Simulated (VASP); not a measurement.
VASP runs on VN (rock salt) share one base input (PBE GGA, plane waves, VASP's PBE PAW potentials (set 64)) and change the settings named in each case.

### KPOINTS
```
kpoints
0
Gamma
 13 13 13
```

### POSCAR
```
VN
1
    0.0000000000     2.1114000000     2.1114000000
    2.1114000000     0.0000000000     2.1114000000
    2.1114000000     2.1114000000     0.0000000000
V N
1 1
Direct
  0.0000000000   0.0000000000   0.0000000000
  0.5000000000   0.5000000000   0.5000000000
```

### INCAR
```
ALGO = Normal
EDIFF = 1E-6
ENCUT = 520
GGA = PE
ISIF = 2
ISMEAR = 1
LASPH = .TRUE.
LCHARG = .FALSE.
LMAXMIX = 4
LREAL = .FALSE.
LWAVE = .FALSE.
NELM = 100
PREC = Accurate
SIGMA = 0.1
SYSTEM = VN
```

POTCAR, in this order: V_sv N (PBE.64 set). Program: vasp_std.

```
change       E(σ→0) (eV/atom)  pressure (GPa)  −TS (eV)  plane waves
-----------  ----------------  --------------  --------  -----------
base run              -9.6079          -19.94    0.0011          532
ENCUT = 300           -9.6107          -43.47    0.0013          229
ENCUT = 350           -9.6038          -30.83    0.0010          295
ENCUT = 400           -9.6060          -24.96    0.0011          350
ENCUT = 450                 …               …         …          423
ENCUT = 500           -9.6080          -20.08    0.0011          531
ENCUT = 600           -9.6086          -20.10    0.0011          640
ENCUT = 800                 …               …    0.0011          980
```

### Question
Fill in the missing entries.

### Answer

- ENCUT = 450, E(σ→0) (eV/atom): -9.6082
- ENCUT = 450, pressure (GPa): -21.44
- ENCUT = 450, −TS (eV): 0.0012
- ENCUT = 800, E(σ→0) (eV/atom): -9.6113
- ENCUT = 800, pressure (GPa): -19.87

Left out are runs that ran out of time, are held back, or changed the cell or the kind of run, fixed moments of cells without a moment, rows past the twelfth, gaps on odd meshes, pressures of charged cells and columns that move by less than the noise.

The compound is VN in the rock salt structure, which distorts at low temperature. The cell was not relaxed at this level. The run is not spin-polarised, so no magnetic state was tried. VASP warned that the highest band is occupied, so more bands are needed.
